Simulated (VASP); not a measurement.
Data:

```yaml
crystal:
  lattice:
    - [0.00000, 2.80539, 2.80539]
    - [2.80539, 0.00000, 2.80539]
    - [2.80539, 2.80539, 0.00000]
  atoms:
    - { symbol: Li, position: [0.00000, 0.00000, 0.00000] }
    - { symbol: Br, position: [0.50000, 0.50000, 0.50000] }
```

These are revPBE GGA, VASP's PBE PAW potentials (set 64) (plane waves; VASP) values and carry that method's errors. Run with 520 eV cut-off, 7×7×7 Γ-centred mesh, Gaussian smearing of 0.050 eV, potentials Li_sv Br.

### Question
Predict the energy per atom (σ→0), band gap (on the k-mesh) with the smallest direct gap where there is one.

### Answer

```json
{
  "band gap (on the k-mesh)": "4.89 eV",
  "smallest direct gap (on the k-mesh)": "4.89 eV",
  "energy per atom (σ→0)": "-3.141 eV/atom"
}
```

Only differences to runs with the same potentials and settings are physical.

The compound is LiBr in the rock salt structure. It was relaxed first, which changed the volume by +6 %. The start is the result of an earlier pass.
